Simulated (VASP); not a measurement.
Given:

```xyz
2
Lattice="0.0000 2.9614 2.9614 2.9614 0.0000 2.9614 2.9614 2.9614 0.0000" Properties=species:S:1:pos:R:3 pbc="T T T"
Ge     0.0022    -0.0076     0.0024
Zr     2.9592     2.9690     2.9590
```

Computed with PBE GGA, VASP's PBE PAW potentials (set 64) (plane waves; VASP). Run with 300 eV cut-off, 5×5×5 Γ-centred mesh, Fermi-Dirac smearing of 0.050 eV, potentials Ge_d Zr_sv.

At this cut-off the stress carries a Pulay error, which pulls relaxed volumes low. Energy and stress use the plane-wave basis of the starting cell.

Question: The ions, cell shape and volume are relaxed. Give the cell that the relaxation ends in.

Answer: 
```xyz
2
Lattice="0.0001 2.7364 2.7363 2.7361 0.0003 2.7361 2.7363 2.7364 0.0001" Properties=species:S:1:pos:R:3 pbc="T T T"
Ge     2.7360     0.0007     2.7360
Zr     2.7364     2.7362     2.7364
```
Space group Fm-3m (225), at a tolerance of 0.03 Å.

Question: How do energy and volume change from the first to the last step?

Answer: The energy (σ→0) changes by -343.5 meV/atom and the volume by -21.1 %, in 8 ionic steps.

The structure was generated: ZrGe was put into an ordered model structure, which need not be its known phase. This run relaxes it. The k-mesh is coarse (spacing up to 0.40 per Å, 2π included), so the numbers may not be converged in it. The run is one of a series of settings (EDIFFG = -0.01, IBRION = 2, ISIF = 3, NSW = 50 against the base run), some of them coarse on purpose.
